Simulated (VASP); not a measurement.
Level of theory: LDA (Ceperley-Alder, Perdew-Zunger), VASP's LDA PAW potentials (set 64) (plane waves; VASP).

A VASP calculation is set up with these files.

### POSCAR
```
WSe2
1
    3.3166100000     0.0000000000     0.0000000000
   -1.6583050000     2.8722690000     0.0000000000
    0.0000000000     0.0000000000    13.7234530000
W Se
2 4
Direct
  0.6666670000   0.3333330000   0.7500000000
  0.3333330000   0.6666670000   0.2500000000
  0.3333330000   0.6666670000   0.8710000000
  0.6666670000   0.3333330000   0.1290000000
  0.6666670000   0.3333330000   0.3710000000
  0.3333330000   0.6666670000   0.6290000000
```

**INCAR**
```
LWAVE  =  F
PREC  =  Accurate
ISIF  =  2   # forces and stress, cell fixed
LREAL  =  F   # projection in real space or not
NELM  =  100
LCHARG  =  F
SIGMA  =  0.01   # width (eV)
ISMEAR  =  0   # Gaussian
ALGO  =  Normal
EDIFF  =  1E-6   # SCF stop (eV)
LMAXMIX  =  6
SYSTEM  =  WSe2
ENCUT  =  150   # plane-wave cut-off (eV)
LASPH  =  T
```

KPOINTS:
```
Automatic
0
G
  9 9 2
0 0 0
```

POTCAR, in this order: W_sv Se (LDA.64 set). Program: vasp_std.

At this cut-off the stress carries a Pulay error, which pulls relaxed volumes low.

Q: Estimate the energy per atom (σ→0), pressure, largest force.

A: 
| Quantity | Result |
|---|---|
| energy per atom (σ→0) | -8.066 eV/atom |
| pressure | -33.57 GPa |
| largest force | 0.520 eV/Å |

OSZICAR:
```
...
DAV:   8    -0.483933755664E+02    0.39237E+00   -0.16425E+00  1823   0.622E+00    0.136E+00
DAV:   9    -0.483996745157E+02   -0.62989E-02   -0.15464E-01  2008   0.156E+00    0.814E-01
DAV:  10    -0.483968276462E+02    0.28469E-02   -0.17971E-02  1911   0.775E-01    0.215E-01
DAV:  11    -0.483969565431E+02   -0.12890E-03   -0.10859E-03  2029   0.149E-01    0.172E-01
DAV:  12    -0.483968641328E+02    0.92410E-04   -0.19888E-04  1847   0.612E-02    0.134E-01
DAV:  13    -0.483968419129E+02    0.22220E-04   -0.13376E-04  2006   0.573E-02    0.116E-02
DAV:  14    -0.483968420371E+02   -0.12413E-06   -0.44609E-06  1609   0.105E-02
   1 F= -.48396842E+02 E0= -.48396842E+02  d E =-.224716E-25
```

The structure comes from a computed database's WSe2 entry; how it stands against other phases isn't given here. The cell was not relaxed at this level. The run is one of a series of settings (ENCUT = 150 against the base run), some of them coarse on purpose.
